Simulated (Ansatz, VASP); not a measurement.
# Cross-check of Nb16I between VASP and Ansatz

Aim: how closely do two programs agree when they are given the same cell, functional and k mesh? The cell is taken from a series of runs on this material, whose earlier steps may have relaxed, scaled, displaced or heated it; both programs get it as it stands.

Calculated with Ansatz 0.2.0; plane waves, with VASP 6.6.1 beside it; single point at PBE.

**1. Set-up**

The cell holds 17 atoms: 1 I and 16 Nb. Cell: a = 6.620 Å, b = 5.733 Å, c = 23.822 Å, α = 90.0°, β = 90.0°, γ = 54.7°. It derives from Nb. As first built, before any earlier steps moved the atoms (in the runner's words): kind adsorbate; added I; site longbridge; coverage_ml 0.25; cell 2x2; faces one. Vacuum lies along c.

**2. VASP: single point, PBE**

A single point gives forces, pressure and levels at one fixed geometry, so differences don't come from the geometry; what else differs is listed under the comparison.

Lines of VASP's logs that name or quote its potential files are left out, and so is its time.

The input, INCAR:

```
SYSTEM = Nb16I
PREC = Accurate
ENCUT = 400
EDIFF = 1E-06
NELM = 100
ISMEAR = -1
SIGMA = 0.05
LREAL = .FALSE.
ALGO = Normal
GGA = PE
NBANDS = 133
LASPH = .TRUE.
LORBIT = 11
LWAVE = .FALSE.
LCHARG = .FALSE.
KPAR = 4
ISIF = 0
LDIPOL = .TRUE.
IDIPOL = 3
DIPOL = 0.5 0.5 0.474
LVHAR = .TRUE.
```

The input, POSCAR:

```
Nb16I
1.0
    6.6200000000      0.0000000000      0.0000000000
    3.3100000000      4.6810468915      0.0000000000
    0.0000000000      0.0000000000     23.8215703372
I Nb
1 16
Direct
    0.2499466349      0.0000000000      0.7013275292
    0.9832145032      0.0000000000      0.6070586899
    0.5167901812      0.0000000000      0.6070562607
    0.9959840203      0.5084806317      0.6061192133
    0.5044646521      0.4915193683      0.6061192133
    0.7500240526      0.5001878157      0.5119253956
    0.2502118683      0.4998121843      0.5119253956
    0.7499731743      0.0000000000      0.5083960425
    0.2500526337      0.0000000000      0.5128607801
    0.0000000000      0.0000000000      0.4130929790
    0.5000000000      0.0000000000      0.4130929790
    0.0000000000      0.5000000000      0.4130929790
    0.5000000000      0.5000000000      0.4130929790
    0.7500000000      0.5000000000      0.3148407050
    0.2500000000      0.5000000000      0.3148407050
    0.7500000000      0.0000000000      0.3148407050
    0.2500000000      0.0000000000      0.3148407050
```

The input, KPOINTS:

```
Automatic mesh
0
Gamma
8 8 1
0 0 0
```

Potentials, in the order of the species: I and Nb_sv (PBE family, release 64).

Command:

```console
mpirun -np 4 vasp_std
```

Numbers of over 12 decimals in the logs are rounded to 6 here.

The log of the run:

```text
[banner, memory and clock lines left out]
running    4 mpi-ranks, on    1 nodes
 distrk:  each k-point on    1 cores,    4 groups
 distr:  one band on    1 cores,    1 groups

 POSCAR found type information on POSCAR I Nb
 POSCAR found :  2 types and      17 ions
|                                                                             |
|               ----> ADVICE to this user running VASP <----                  |
|                                                                             |
|     You have a (more or less) 'large supercell' and for larger cells it     |
|     might be more efficient to use real-space projection operators.         |
|     Therefore, try LREAL= Auto in the INCAR file.                           |
|     Mind: For very accurate calculation, you might also keep the            |
|     reciprocal projection scheme (i.e. LREAL=.FALSE.).                      |
|                                                                             |

 LDA part: xc-table for (Slater+PW92), standard interpolation
 POSCAR, INCAR and KPOINTS ok, starting setup
 FFT: planning ... GRIDC
 FFT: planning ... GRID_SOFT
 FFT: planning ... GRID
 WAVECAR not read
 entering main loop
       N       E                     dE             d eps       ncg     rms          rms(c)
DAV:   1     0.215878891744E+04    0.21588E+04   -0.10843E+05  7074   0.125E+03
DAV:   2     0.565353621418E+02   -0.21023E+04   -0.20423E+04  6947   0.517E+02
DAV:   3    -0.147811524058E+03   -0.20435E+03   -0.19892E+03  8388   0.104E+02
DAV:   4    -0.172755642425E+03   -0.24944E+02   -0.24622E+02 10620   0.347E+01
DAV:   5    -0.174787194769E+03   -0.20316E+01   -0.20256E+01  8316   0.801E+00    0.300E+01
DAV:   6    -0.201623881646E+03   -0.26837E+02   -0.20619E+02  8484   0.442E+01    0.305E+01
DAV:   7    -0.228930117885E+03   -0.27306E+02   -0.34446E+02  8903   0.421E+01    0.341E+01
DAV:   8    -0.177308459973E+03    0.51622E+02   -0.26317E+02  8876   0.341E+01    0.186E+01
DAV:   9    -0.160903624775E+03    0.16405E+02   -0.82886E+01  8924   0.175E+01    0.855E+00
DAV:  10    -0.159927900911E+03    0.97572E+00   -0.12195E+01  8428   0.748E+00    0.579E+00
DAV:  11    -0.159748493438E+03    0.17941E+00   -0.13519E+00  8724   0.376E+00    0.500E+00
DAV:  12    -0.159665228003E+03    0.83265E-01   -0.16387E-01  8332   0.141E+00    0.433E+00
DAV:  13    -0.159413566449E+03    0.25166E+00   -0.92016E-01  8124   0.357E+00    0.159E+00
DAV:  14    -0.159390189529E+03    0.23377E-01   -0.32487E-01  8460   0.254E+00    0.128E+00
[...]
DAV:  29    -0.159390322127E+03   -0.14111E-04   -0.47090E-07  4180   0.240E-03    0.176E-03
DAV:  30    -0.159390346178E+03   -0.24051E-04   -0.16532E-06  4588   0.278E-03    0.127E-03
DAV:  31    -0.159390357159E+03   -0.10981E-04   -0.34763E-07  4116   0.216E-03    0.854E-04
DAV:  32    -0.159390361843E+03   -0.46838E-05   -0.19614E-07  3804   0.153E-03    0.637E-04
DAV:  33    -0.159390364610E+03   -0.27672E-05   -0.14424E-07  3724   0.129E-03    0.637E-04
DAV:  34    -0.159390366373E+03   -0.17628E-05   -0.11201E-07  3780   0.104E-03    0.506E-04
DAV:  35    -0.159390367484E+03   -0.11112E-05   -0.11374E-07  3796   0.105E-03    0.438E-04
DAV:  36    -0.159390367693E+03   -0.20907E-06   -0.54550E-08  3540   0.755E-04
   1 F= -.15939037E+03 E0= -.15930131E+03  d E =-.178117E+00
```

From OUTCAR (step 2):

```text
ion  position               nearest neighbor table
   1  0.250  0.000  0.701-   2 2.86   3 2.86   4 3.29   5 3.29
   2  0.983  0.000  0.607-   5 2.77   4 2.77   8 2.81   9 2.86   1 2.86   4 2.96   5 2.96
   3  0.517  0.000  0.607-   4 2.77   5 2.77   8 2.81   9 2.86   1 2.86   5 2.96   4 2.96
   4  0.996  0.508  0.606-   2 2.77   3 2.77   7 2.79   6 2.79   3 2.96   2 2.96   1 3.29
   5  0.504  0.492  0.606-   2 2.77   3 2.77   6 2.79   7 2.79   3 2.96   2 2.96   1 3.29
   6  0.750  0.500  0.512-   5 2.79   4 2.79   9 2.87   8 2.87   9 2.87   8 2.87  12 2.88  13 2.88

  LATTYP: Found a base centered orthorhombic cell.
 ALAT       =     6.6200000000
 B/A-ratio  =     1.4142135624
 C/A-ratio  =     3.5984245222

 Subroutine GETGRP returns: Found  2 space group operations
 (whereof  2 operations were pure point group operations)

The static configuration has the point symmetry C_1h.

 Found     21 irreducible k-points:

   k-points           NKPTS =     21   k-points in BZ     NKDIM =     21   number of bands    NBANDS=    133

   dimension x,y,z NGX =    48 NGY =   40 NGZ =  160
   dimension x,y,z NGXF=    96 NGYF=   80 NGZF=  320

   ENCUT  =  400.0 eV  29.40 Ry    5.42 a.u.  10.80  9.35 38.85*2*pi/ulx,y,z

   NELECT =     215.0000    total number of electrons

 k-points in reciprocal lattice and weights: Automatic mesh
   0.00000000  0.00000000  0.00000000       0.016
   0.12500000 -0.00000000  0.00000000       0.062
   0.25000000 -0.00000000  0.00000000       0.062
   0.37500000 -0.00000000  0.00000000       0.062
   0.50000000 -0.00000000  0.00000000       0.031
   0.00000000  0.12500000  0.00000000       0.031
   0.25000000  0.12500000  0.00000000       0.031
   0.37500000  0.12500000  0.00000000       0.062
   0.50000000  0.12500000  0.00000000       0.062
[...]
-0.12500000  0.37500000  0.00000000       0.062
   0.00000000  0.50000000  0.00000000       0.016

 dipolmoment           0.000000      0.000000     -0.108384 electrons x Angstroem

 average (electrostatic) potential at core
       1 -94.8833       2 -85.9004       3 -85.9010       4 -85.9210       5 -85.9210
       6 -85.5428       7 -85.5428       8 -85.5025       9 -85.6846      10 -85.6119
      11 -85.6117      12 -85.6426      13 -85.6426      14 -85.9396      15 -85.9396
      16 -85.9408      17 -85.9428

 E-fermi :   2.4247

 k-point     1 :       0.0000    0.0000    0.0000
  band No.  band energies     occupation
    ...
     99       1.8366      1.99998
    100       2.0346      1.99918
    101       2.1007      1.99694
    102       2.3414      1.68213
    103       2.4581      0.67837
    104       2.6014      0.05672
    105       2.6256      0.03534
    106       2.6411      0.02605
    107       2.7073      0.00699
    108       2.8419      0.00048
    ...

 k-point     2 :       0.1250   -0.0000    0.0000
  band No.  band energies     occupation
    ...
    100       1.9855      1.99969
    101       2.0578      1.99870
    102       2.2415      1.95003
    103       2.3464      1.65438
    104       2.4744      0.54035
    105       2.5189      0.26392
    106       2.5695      0.10478
    107       2.6526      0.02076
    108       2.7323      0.00425
    109       3.0587      0.00001
    ...

 k-point     3 :       0.2500   -0.0000    0.0000
  band No.  band energies     occupation
    ...
    103       2.0986      1.99706
    104       2.1478      1.99216
    105       2.2534      1.93703
    106       2.3492      1.63849
    107       2.4022      1.22179
    108       2.6533      0.02049
    109       2.9014      0.00014
    110       2.9929      0.00002
    111       3.1862      0.00000
    112       3.2181      0.00000
    ...

  energy-cutoff  :      400.00
  volume of cell :      738.20
      direct lattice vectors                 reciprocal lattice vectors
     6.620000000  0.000000000  0.000000000     0.151057402 -0.106813713  0.000000000
     3.310000000  4.681046892  0.000000000     0.000000000  0.213627426  0.000000000
     0.000000000  0.000000000 23.821570337     0.000000000  0.000000000  0.041978761

 POSITION                                       TOTAL-FORCE (eV/Angst)
 -----------------------------------------------------------------------------------
      1.65465      0.00000     16.70672         0.001755      0.000000     -0.016739
      6.50888      0.00000     14.46109        -0.006701      0.000000     -0.019372
      3.42115      0.00000     14.46103         0.019299      0.000000     -0.016630
      8.27649      2.38022     14.43871        -0.007660      0.009550      0.002495
      4.96649      2.30083     14.43871        -0.007660     -0.009550      0.002495
      6.62078      2.34140     12.19487        -0.004471     -0.011835      0.011742
      3.31078      2.33964     12.19487        -0.004471      0.011835      0.011742
      4.96482      0.00000     12.11079         0.009974      0.000000      0.021652
      1.65535      0.00000     12.21715        -0.001845      0.000000      0.006595
      0.00000      0.00000      9.84052         0.091975      0.000000     -0.472538
      3.31000      0.00000      9.84052        -0.091253      0.000000     -0.472478
      1.65500      2.34052      9.84052         0.000858     -0.021260     -0.333908
      4.96500      2.34052      9.84052         0.000858      0.021260     -0.333908
      6.62000      2.34052      7.50000        -0.000089     -0.000002      0.373078
      3.31000      2.34052      7.50000        -0.000089      0.000002      0.373078
      4.96500      0.00000      7.50000         0.000058      0.000000      0.405458
      1.65500      0.00000      7.50000        -0.000538      0.000000      0.457239
 -----------------------------------------------------------------------------------
    total drift:                               -0.000021      0.000001     -0.000316

  FREE ENERGIE OF THE ION-ELECTRON SYSTEM (eV)
  ---------------------------------------------------
  free  energy   TOTEN  =      -159.3903676932 eV

  energy  without entropy=     -159.2122502489  energy(sigma->0) =     -159.30130897

 vacuum level on the upper side and lower side of the slab         6.331         6.964

 total charge
# of ion       s       p       d       tot
------------------------------------------
    1        1.509   2.758   0.035   4.301
    2        2.208   5.973   2.554  10.735
    3        2.208   5.973   2.553  10.735
    4        2.214   5.959   2.553  10.726
    5        2.214   5.959   2.553  10.726
    6        2.219   6.007   2.507  10.733
    7        2.219   6.007   2.507  10.733
    8        2.222   6.009   2.518  10.749
    9        2.218   6.006   2.472  10.696
   10        2.218   6.003   2.490  10.711
   11        2.218   6.004   2.490  10.711
   12        2.217   6.005   2.476  10.698
   13        2.217   6.005   2.476  10.698
   14        2.214   5.949   2.525  10.688
   15        2.214   5.949   2.525  10.688
   16        2.213   5.949   2.527  10.689
   17        2.212   5.949   2.527  10.688
--------------------------------------------------
tot         36.954  98.464  40.289 175.707

[... 3 further parts left out ...]
```

(Part 1 of 2 ends here.)

[Lines on the potential files, build, host, timing and source positions are cut from VASP's logs without a mark.]

[Logs are printed without paths, hosts, clocks, repeated set-up lines and the standing remarks that a program may print on its own settings, such as how far it seeks lower states.]

[Hosts, paths, dates, database ids (printed as entryN), source tags and the programs' standing remarks are cut or masked in the printed files.]
